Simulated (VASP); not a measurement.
An input for Ansatz (written as the equivalent of a VASP run, and not itself run):

Ansatz 0.2 input:
```yaml
crystal:
  lattice:
    - [0.0000000, 3.1467836, 3.1467836]
    - [3.1467836, 0.0000000, 3.1467836]
    - [3.1467836, 3.1467836, 0.0000000]
  atoms:
    - { symbol: Cd, position: [0.0000000, 0.0000000, 0.0000000] }
    - { symbol: Te, position: [0.2500000, 0.2500000, 0.2500000] }
kpoints:
  mp_grid: { grid: [7, 7, 7] }
hamiltonian:
  xc: pbesol
  pseudopotentials: { kind: paw }
scf:
  occupations: { method: gaussian, width: 0.05 }
  max_iter: 100
relax:
  max_steps: 40
  f_tol: 0.02
  cell: { p_target: 5 }
output: { forces: true, stress: true, eigenvalues: true }
```

Write the VASP files for the same calculation (PBEsol).

One answer among several that fit: 
KPOINTS:
```
kpoints
0
G
 7 7 7
```

### INCAR
```
# general
SYSTEM   =  CdTe
PREC     =  Accurate
ENCUT    =  500   # plane-wave cut-off (eV)
LREAL    =  F
LASPH    =  T   # aspherical one-centre terms

# electronic loop
EDIFF    =  1E-6
NELM     =  100
ALGO     =  Normal   # blocked Davidson
LMAXMIX  =  4   # l cut-off of mixed one-centre charges

# smearing
ISMEAR   =  0
SIGMA    =  0.05

# functional
GGA      =  PS   # PBEsol

# ions
IBRION   =  2
NSW      =  40   # most ionic steps
ISIF     =  3
EDIFFG   =  -0.02
PSTRESS  =  50   # kbar

# output
LWAVE    =  F
LCHARG   =  F
```

**POSCAR**
```
CdTe
1.0
  0.0000000000   3.1467836354   3.1467836354
  3.1467836354   0.0000000000   3.1467836354
  3.1467836354   3.1467836354   0.0000000000
Cd Te
1 1
direct
  0.0000000000   0.0000000000   0.0000000000
  0.2500000000   0.2500000000   0.2500000000
```

POTCAR, in this order: Cd Te (PBE.64 set). Program: vasp_std.

What does not carry over: each code has its own PAW files, so the cut-off isn't converted (ENCUT is set for VASP's; basis.ecutwfc is left out, and Ansatz then takes the one that its files recommend); Ansatz stops its SCF on the density residual and VASP on the energy change (EDIFF).

The structure was generated: CdTe was put into the zinc blende type (F-43m), which need not be its known phase. It was relaxed first under an external pressure of 5 GPa.
